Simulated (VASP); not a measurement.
These are PBEsol GGA, VASP's PBE PAW potentials (set 64) (plane waves; VASP) values and carry that method's errors.

A VASP calculation is set up with these files.

File KPOINTS:
```
Automatic mesh
0
gamma
 10 10 10
0 0 0
```

INCAR:
```
SYSTEM  =  Ba
PREC  =  Accurate; ENCUT  =  480; LREAL  =  F
LASPH  =  T
EDIFF  =  1E-7; NELM  =  100; ALGO  =  Normal
LMAXMIX  =  4
ISMEAR  =  1; SIGMA  =  0.1
GGA  =  PS
ISIF  =  2
LWAVE  =  F; LCHARG  =  F
```

### POSCAR
```
Ba
1
   -2.3985341298     2.3985341298     2.4474838059
    2.3985341298    -2.3985341298     2.4474838059
    2.3985341298     2.3985341298    -2.4474838059
Ba
1
Direct
  0.0000000000   0.0000000000   0.0000000000
```

POTCAR, in this order: Ba_sv (PBE.64 set). Program: vasp_std.

Unless said otherwise, spin-orbit coupling is left out, though it shifts the bands of the heavy elements here.

### Question
Predict the energy per atom (σ→0), band gap (on the k-mesh).

### Answer

| Quantity | Value |
|---|---|
| energy per atom (σ→0) | -2.144 eV/atom |
| band gap (on the k-mesh) | none (metal, semimetal or under 0.01 eV) |

File OSZICAR:
```
...
DAV:   6    -0.214542563791E+01    0.30105E-02   -0.37826E-03  2538   0.674E-01    0.109E+00
DAV:   7    -0.214381372090E+01    0.16119E-02   -0.73359E-03  2588   0.916E-01    0.484E-02
DAV:   8    -0.214390529453E+01   -0.91574E-04   -0.15724E-04  2516   0.101E-01    0.557E-03
DAV:   9    -0.214390790729E+01   -0.26128E-05   -0.38069E-06  2788   0.139E-02    0.231E-03
DAV:  10    -0.214390736225E+01    0.54504E-06   -0.19992E-07  2658   0.305E-03    0.105E-03
DAV:  11    -0.214390718595E+01    0.17630E-06   -0.16903E-08  1299   0.101E-03    0.320E-04
DAV:  12    -0.214390722476E+01   -0.38817E-07   -0.37594E-09  1247   0.394E-04
   1 F= -.21439072E+01 E0= -.21436540E+01  d E =-.759681E-03
```

The compound is Ba in the bcc structure. This cell was strained or had an atom moved on purpose.
